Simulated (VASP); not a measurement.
Method: RPBE GGA, VASP's PBE PAW potentials (set 64) (plane waves; VASP 6.6.1).

VASP input:

KPOINTS:
```
Automatic mesh
0
Gamma
12 12 9
0 0 0
```

**POSCAR**
```
CuAu
1
    2.8000000000     0.0000000000     0.0000000000
    0.0000000000     2.8000000000     0.0000000000
    0.0000000000     0.0000000000     3.6700000000
Cu Au
1 1
Direct
  0.0000000000   0.0000000000   0.0000000000
  0.5000000000   0.5000000000   0.5000000000
```

**INCAR**
```
! general
SYSTEM   =  CuAu
PREC     =  Accurate
ENCUT    =  520
LREAL    =  .False.
LASPH    =  .True.

! electronic loop
EDIFF    =  1E-6
NELM     =  100
ALGO     =  Normal
LMAXMIX  =  6

! smearing
ISMEAR   =  1
SIGMA    =  0.1

! functional
GGA      =  RP

! ions
IBRION   =  2
NSW      =  60
ISIF     =  3
EDIFFG   =  -0.01

! output
LWAVE    =  .False.
LCHARG   =  .False.
```

POTCAR, in this order: Cu Au (PBE.64 set). Program: vasp_std.

Question: What will the output report for the number of irreducible k-points (NKPTS), largest plane-wave count, number of space-group operations, FFT grid (NGX, NGY, NGZ)?

Answer: 
```yaml
number of irreducible k-points (NKPTS): 140
largest_plane_wave_count: 797
number_of_space_group_operations: 16
FFT grid (NGX, NGY, NGZ): 24 × 24 × 28
```

The compound is CuAu in the L1_0 structure. This run relaxes it. Symmetry was kept, so distortions that lower it aren't found.
